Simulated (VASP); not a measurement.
Pd (fcc): the bulk modulus from VASP (plane waves, PAW) at several levels of theory. Static lattice, third-order Birch-Murnaghan fit over five volumes.

```csv
level,bulk modulus (GPa),error against measurement
LDA,227,+16.0 %
PBE,169,-13.7 %
PBEsol,205,+4.8 %
```

Measured: 195 GPa at 0 K (as given by Vázquez-Parga, Fernández-Martínez, Viñes, J. Chem. Theory Comput. (2023), doi:10.1021/acs.jctc.3c00612, Supporting …; zero-point energy and finite temperature contributions removed).

The cell of the LDA run:

```
Pd
1.0
    0.00000     1.92088     1.92088
    1.92088     0.00000     1.92088
    1.92088     1.92088     0.00000
Pd
1
Cartesian
  0.00000   0.00000   0.00000
```

Only levels that ran to the end are used. Left out are those held back, those with too coarse a band path, GW runs whose mesh misses a band edge, hybrids' fits of cells that aren't cubic and levels without matching references; a question may draw on a part of the rest.

The compound is Pd in the fcc structure.
